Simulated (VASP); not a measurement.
Set up this calculation in VASP 6.6.1, as the native input.

```yaml
Task: band structure
Functional: PBE
Potentials_or_basis: VASP PAW PBE potentials, release 64 (Mg, B)
Cutoff: 520 eV
k_mesh: 9 × 9 × 6
Occupations: gaussian, width 0.02 eV
Spin: no spin polarisation
Further_INCAR_settings: ALGO = Normal; EDIFF = 1e-07; NBANDS = 11
```

Crystal: MgB2.

```
Mg B
1.0
     3.07361    0.00000    0.00000
    -1.53680    2.66182    0.00000
     0.00000    0.00000    3.52235
Mg B
1 2
Direct
  0.00000 0.00000 0.00000
  0.33333 0.66667 0.50000
  0.66667 0.33333 0.50000
```

One way to write it, as run:

POSCAR

```
MgB2                                    
1.0
    3.0736071209      0.0000000000      0.0000000000
   -1.5368035604      2.6618218473      0.0000000000
    0.0000000000      0.0000000000      3.5223497457
  Mg              B             
     1     2
Direct
     0.0000000000000000    0.0000000000000000    0.0000000000000000
     0.3333333300000021    0.6666666699999979    0.5000000000000000
     0.6666666699999979    0.3333333300000021    0.5000000000000000
```

INCAR.step1

```
SYSTEM = MgB2
PREC     = Accurate       ! precision mode
ENCUT    = 520            ! plane-wave cutoff, eV
EDIFF    = 1E-7           ! SCF threshold, eV
ISMEAR   = 0              ! smearing method
SIGMA    = 0.02           ! smearing width, eV
LREAL    = .FALSE.        ! projectors in reciprocal space
LASPH    = .TRUE.         ! aspherical terms in the spheres
NELM     = 60             ! most SCF steps
ALGO     = Normal         ! electronic algorithm
ISIF     = 2              ! what is computed and relaxed
LWAVE    = .FALSE.        ! write WAVECAR
LCHARG   = .TRUE.         ! write CHGCAR
GGA      = PE             ! functional
NBANDS   = 11             ! bands
```

KPOINTS.step1

```
regular mesh
0
G
  9 9 6
  0 0 0
```

INCAR.step2

```
SYSTEM = MgB2
PREC     = Accurate       ! precision mode
ENCUT    = 520            ! plane-wave cutoff, eV
EDIFF    = 1E-7           ! SCF threshold, eV
ISMEAR   = 0              ! smearing method
SIGMA    = 0.05           ! smearing width, eV
LREAL    = .FALSE.        ! projectors in reciprocal space
LASPH    = .TRUE.         ! aspherical terms in the spheres
NELM     = 60             ! most SCF steps
ALGO     = Normal         ! electronic algorithm
ISIF     = 2              ! what is computed and relaxed
LWAVE    = .FALSE.        ! write WAVECAR
LCHARG   = .FALSE.        ! write CHGCAR
GGA      = PE             ! functional
NBANDS   = 11             ! bands
ICHARG   = 11             ! starting density
```

KPOINTS.step2

```
path GMKGALHA,LM,KH
20
line-mode
reciprocal
 0.0000000000  0.0000000000  0.0000000000  G
 0.5000000000  0.0000000000  0.0000000000  M

 0.5000000000  0.0000000000  0.0000000000  M
 0.3333333333  0.3333333333  0.0000000000  K

 0.3333333333  0.3333333333  0.0000000000  K
 0.0000000000  0.0000000000  0.0000000000  G

 0.0000000000  0.0000000000  0.0000000000  G
 0.0000000000  0.0000000000  0.5000000000  A

 0.0000000000  0.0000000000  0.5000000000  A
 0.5000000000  0.0000000000  0.5000000000  L

 0.5000000000  0.0000000000  0.5000000000  L
 0.3333333333  0.3333333333  0.5000000000  H

 0.3333333333  0.3333333333  0.5000000000  H
 0.0000000000  0.0000000000  0.5000000000  A

 0.5000000000  0.0000000000  0.5000000000  L
 0.5000000000  0.0000000000  0.0000000000  M

 0.3333333333  0.3333333333  0.0000000000  K
 0.3333333333  0.3333333333  0.5000000000  H
```

Potentials or basis: VASP PAW PBE potentials, release 64 (Mg, B).

Run with:

```bash
$ cat potpaw_PBE.64/Mg/POTCAR potpaw_PBE.64/B/POTCAR > POTCAR
$ cp INCAR.step1 INCAR
$ cp KPOINTS.step1 KPOINTS
$ mpirun -np 1 vasp_std > vasp.out
$ cp INCAR.step2 INCAR
$ cp KPOINTS.step2 KPOINTS
$ mpirun -np 1 vasp_std > vasp.out
```

It gave:

```
Band gap along the path : none (metal or under the smearing width)
```

Caveat: the log is that of the step along the path at fixed density, whose energy, stress, charges and moments have no meaning.

Run time: 14 s on 1 thread of Intel(R) Xeon(R) 6975P-C (Granite Rapids), on a shared host, peak memory 0.18 GiB.
